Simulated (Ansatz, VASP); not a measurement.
# Cross-check of MgO (Periclase) between VASP and Ansatz, part 3 of 3

Wanted: the spread between two codes on one cell, functional and k mesh. The cell is taken from a series of runs on this material, whose earlier steps may have relaxed, scaled, displaced or heated it; both programs get it as it stands.

VASP 6.6.1 and Ansatz 0.2.0.

So far: Ansatz: zone-centre phonons, PBEsol, pair 1; Differences; VASP: zone-centre phonons, PBEsol, pair 2; Ansatz: zone-centre phonons, PBEsol, pair 2; Side by side; Ansatz: zone-centre phonons, PBEsol, pair 3.

**9. VASP: zone-centre phonons, PBEsol, pair 3**

Level of this step: PBEsol; plane waves and PAW (O, Mg) (VASP).

The same cell, functional and mesh now go to VASP, with its own data sets.

INCAR

```
SYSTEM = MgO
PREC = Accurate
ENCUT = 600
EDIFF = 1E-08
NELM = 120
ISMEAR = 0
SIGMA = 0.01
LREAL = .FALSE.
ALGO = Normal
GGA = PS
NBANDS = 10
LORBIT = 11
LWAVE = .FALSE.
LCHARG = .FALSE.
ISIF = 2
IBRION = 8
LEPSILON = .TRUE.
LASPH = .TRUE.
GGA_COMPAT = .FALSE.
EFERMI = MIDGAP
KPAR = 2
```

POSCAR

```
MgO
1.0
    0.0000000000      2.0644612800      2.0644612800
    2.0644612800      0.0000000000      2.0644612800
    2.0644612800      2.0644612800      0.0000000000
O Mg
1 1
Direct
    0.5000000000      0.5000000000      0.5000000000
    0.0000000000      0.0000000000      0.0000000000
```

KPOINTS

```
Automatic mesh
0
Gamma
12 12 12
0 0 0
```

PAW data sets: O and Mg (PBE family, release 64).

Started as:

```
mpirun -np 2 vasp_std
```

Numbers of over 12 decimals in the logs are rounded to 6 here.

Log:

```text
[... set-up lines as in an earlier step ...]
 entering main loop
       N       E                     dE             d eps       ncg     rms          rms(c)
DAV:   1     0.178193419450E+02    0.17819E+02   -0.50225E+03  1632   0.802E+02
DAV:   2    -0.132224743930E+02   -0.31042E+02   -0.29878E+02  1642   0.152E+02
DAV:   3    -0.138838065027E+02   -0.66133E+00   -0.66065E+00  1708   0.207E+01
DAV:   4    -0.138853235934E+02   -0.15171E-02   -0.15171E-02  1598   0.110E+00
[...]
DAV:  12    -0.124812750569E+02   -0.43980E-06   -0.79978E-08  1560   0.348E-03    0.288E-04
DAV:  13    -0.124812751268E+02   -0.69926E-07   -0.65134E-09   880   0.592E-04    0.549E-05
DAV:  14    -0.124812751170E+02    0.97436E-08   -0.10963E-10   786   0.104E-04
   1 F= -.12481275E+02 E0= -.12481275E+02  d E =0.000000E+00
 Linear response reoptimize wavefunctions to high precision
DAV:   1    -0.124812751186E+02   -0.15318E-08   -0.25881E-11   876   0.345E-05
DAV:   2    -0.124812751186E+02   -0.31832E-10   -0.49738E-13   774   0.894E-06
 Linear response G [H, r] |phi>, progress :
  Direction:   1
[...]
force on displaced ion       1 direction 1 :  -7.115   0.000   0.000
 Born effective charge ion    1 direction 1 :  -1.941   0.000   0.000
 Linear response progress:
  Degree of freedom:   2/  2
       N       E                     dE             d eps       ncg     rms          rms(c)
RMM:   1    -0.223329121777E-02   -0.22333E-02   -0.30408E-04  6867   0.547E-01
RMM:   2    -0.217644861785E-02    0.56843E-04   -0.17301E-04  4934   0.909E-02    0.370E-02
RMM:   3    -0.215145181451E-02    0.24997E-04   -0.18537E-05  5167   0.311E-02    0.189E-02
RMM:   4    -0.215620959612E-02   -0.47578E-05   -0.15683E-05  5176   0.283E-02    0.326E-03
RMM:   5    -0.215864705599E-02   -0.24375E-05   -0.21310E-07  5203   0.391E-03    0.326E-04
RMM:   6    -0.215888624729E-02   -0.23919E-06   -0.12769E-09  5266   0.320E-04    0.145E-04
RMM:   7    -0.215898778905E-02   -0.10154E-06   -0.44787E-10  5318   0.206E-04    0.167E-05
RMM:   8    -0.215901088374E-02   -0.23095E-07   -0.12848E-11  5359   0.116E-05    0.290E-06
RMM:   9    -0.215901237957E-02   -0.14958E-08   -0.11908E-11  4791   0.378E-06    0.385E-07
 first order change of Fermi-energy   0.72410E-04
 force on displaced ion       2 direction 1 :  -7.129   0.000   0.000
 Born effective charge ion    2 direction 1 :   1.941   0.000   0.000
 Born effective charges drift removed
 Linear response finished
```

OUTCAR, selected parts (step 9):

```text
  Total        1.1345246      1.1345246      1.1345246      0.0000000     -0.0000000      0.0000000
  in kB      103.2938057    103.2938057    103.2938057      0.0000000     -0.0000000      0.0000000
  external PRESSURE =     103.2938057 kB  Pullay stress =       0.0000000 kB

 POSITION                                       TOTAL-FORCE (eV/Angst)
 -----------------------------------------------------------------------------------
      2.06446      2.06446      2.06446         0.000000      0.000000      0.000000
      0.00000      0.00000      0.00000        -0.000000     -0.000000      0.000000
 -----------------------------------------------------------------------------------
    total drift:                               -0.000000     -0.000000      0.000000

 MACROSCOPIC STATIC DIELECTRIC TENSOR (including local field effects in DFT)
 ------------------------------------------------------
           3.095841     0.000000     0.000000
           0.000000     3.095841     0.000000
           0.000000     0.000000     3.095841
 ------------------------------------------------------

 MACROSCOPIC STATIC DIELECTRIC TENSOR IONIC CONTRIBUTION
 ------------------------------------------------------
           5.441057     0.000000     0.000000
           0.000000     5.441057     0.000000
           0.000000     0.000000     5.441057
 ------------------------------------------------------

[... 1 part as in an earlier step ...]

[... 1 further part left out ...]
```

**10. Differences**

What differs besides the data sets and the points named for the pairs above, as far as they apply: the data sets hold 16 valence electrons in Ansatz (on its PAW soft_1 files) and 8 in VASP. Total energies have different zeros and are not compared.

Compared:

| quantity | Ansatz | VASP | difference |
| --- | --- | --- | --- |
| ε∞ xx | 3.18 | 3.10 | +2.61 % |
| ε∞ yy | 3.18 | 3.10 | +2.61 % |
| ε∞ zz | 3.18 | 3.10 | +2.61 % |
| Born charge of O1 (mean of the diagonal) (e) | -1.95 | -1.94 | -0.01 |
| Born charge of Mg2 (mean of the diagonal) (e) | 1.95 | 1.94 | +0.01 |
| optical mode 1 to 3 (cm⁻¹) | 445.1 | 448.0 | -0.65 % |

Modes are paired by rising frequency, not by their patterns, so a pair may set unlike modes beside each other; they are those without the splitting of longitudinal modes.

**11. Results**

```yaml
r_m_s_difference_of_the_optical_zone_centre_modes_each_program_s_sorted_by_frequency_zone_centre_phonons_pbesol_pair_1: 4.3 cm⁻¹
difference_in_eps_infinity_xx_zone_centre_phonons_pbesol_pair_1: +2.7 %
r_m_s_difference_of_the_optical_zone_centre_modes_each_program_s_sorted_by_frequency_zone_centre_phonons_pbesol_pair_2: 3.5 cm⁻¹
difference_in_eps_infinity_xx_zone_centre_phonons_pbesol_pair_2: +2.7 %
r_m_s_difference_of_the_optical_zone_centre_modes_each_program_s_sorted_by_frequency_zone_centre_phonons_pbesol_pair_3: 2.9 cm⁻¹
difference_in_eps_infinity_xx_zone_centre_phonons_pbesol_pair_3: +2.6 %
```

**Reading.** The r.m.s. difference of the optical zone-centre modes, each program's sorted by frequency is 4.3 cm⁻¹ (zone-centre phonons, PBEsol, pair 1). The data sets hold unlike numbers of valence electrons (16 in Ansatz and 8 in VASP), so part of the differences comes from the potentials. Among the rows given in per cent, the largest difference of the zone-centre phonons, PBEsol, pair 1 pair is in ε∞ xx, +2.7 %. Among the rows given in per cent, the largest difference of the zone-centre phonons, PBEsol, pair 2 pair is in ε∞ xx, +2.7 %. Among the rows given in per cent, the largest difference of the zone-centre phonons, PBEsol, pair 3 pair is in ε∞ xx, +2.6 %. 3 further runs of this series are not shown here. How closely two codes agree says nothing of how well the functional describes the real material.

[Lines on the potential files, build, host, timing and source positions are cut from VASP's logs without a mark.]

[Logs are printed without paths, hosts, clocks, repeated set-up lines and the standing remarks that a program may print on its own settings, such as how far it seeks lower states.]

[Hosts, paths, dates, database ids (printed as entryN), source tags and the programs' standing remarks are cut or masked in the printed files.]
